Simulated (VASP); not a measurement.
Consider the following.

```yaml
crystal:
  lattice:
    - [3.88697, 0.00000, 0.00000]
    - [-1.94348, 3.36621, 0.00000]
    - [0.00000, 0.00000, 5.21951]
  atoms:
    - { symbol: Te, position: [0.33333, 0.66667, 0.25868] }
    - { symbol: Te, position: [0.66667, 0.33333, 0.74132] }
    - { symbol: Rh, position: [0.00000, 0.00000, 0.00000] }
```

The numbers are results of LDA (Ceperley-Alder, Perdew-Zunger), VASP's LDA PAW potentials (set 64) (plane waves; VASP), not measurements. Run with 400 eV cut-off, 10×10×7 Γ-centred mesh, tetrahedra with Blöchl corrections, potentials Te Rh_pv.

The cores are frozen, which limits the accuracy of field gradients.

Problem. Give the principal components of the electric field gradient (V/Å²) and the asymmetry η at each nucleus.

Solution. 
| atom | Vxx | Vyy | Vzz | η |
|---|---|---|---|---|
| Te1 | -22.1 | -22.1 | 44.2 | 0.00 |
| Te2 | -22.1 | -22.1 | 44.2 | 0.00 |
| Rh3 | -11.1 | -11.1 | 22.2 | 0.00 |

The structure comes from a computed database's Te2Rh entry (P-3m1); how it stands against other phases isn't given here. It was relaxed first, which changed the volume by -8 %.
